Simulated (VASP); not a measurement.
Input:

```xyz
2
Lattice="0.0000 2.1663 2.1663 2.1663 0.0000 2.1663 2.1663 2.1663 0.0000" Properties=species:S:1:pos:R:3 pbc="T T T"
Ti     0.0000     0.0000     0.0000
C      2.1663     2.1663     2.1663
```

These are r2SCAN meta-GGA, VASP's PBE PAW potentials (set 64) (plane waves; VASP 6.6.1) values and carry that method's errors. Run with 520 eV cut-off, 16×16×16 Γ-centred mesh, tetrahedra with Blöchl corrections, potentials Ti_sv C.

Problem. Give the energies of bands 6 to 11 at the high-symmetry points, in eV from the Fermi level.

Solution. 
| band | Γ | X | U | L | W |
|---|---|---|---|---|---|
| 6 | 0.84 | -3.71 | -3.65 | -6.11 | -3.34 |
| 7 | 0.84 | -1.54 | -3.59 | -3.15 | -3.34 |
| 8 | 0.84 | -0.17 | -1.95 | -3.15 | -2.95 |
| 9 | 1.64 | -0.17 | 1.58 | 3.11 | 2.97 |
| 10 | 1.64 | 2.71 | 3.36 | 3.11 | 2.97 |
| 11 | 1.64 | 3.74 | 4.05 | 4.35 | 3.75 |

It has no gap at this level: it comes out as a metal or semimetal.

The compound is TiC in the rock salt structure. It was relaxed first.
